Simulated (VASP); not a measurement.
```yaml
crystal:
  lattice:
    - [-2.78816, 2.78816, 2.78816]
    - [2.78816, -2.78816, 2.78816]
    - [2.78816, 2.78816, -2.78816]
  atoms:
    - { symbol: Rb, position: [0.00000, 0.00000, 0.00000] }
```

The numbers are results of PBEsol GGA, VASP's PBE PAW potentials (set 64) (plane waves; VASP), not measurements. Run with PREC = Normal, EDIFF = 1E-5, 400 eV cut-off, 10×10×10 Γ-centred mesh, first-order Methfessel-Paxton smearing of 0.10 eV, potentials Rb_sv.

Q: Estimate the energy per atom (σ→0), band gap (on the k-mesh) with the smallest direct gap where there is one.

A: 
```yaml
band gap (on the k-mesh): none (metal, semimetal or under 0.01 eV)
energy per atom (σ→0): -1.021 eV/atom
```

The compound is Rb in the bcc structure. It was relaxed first.
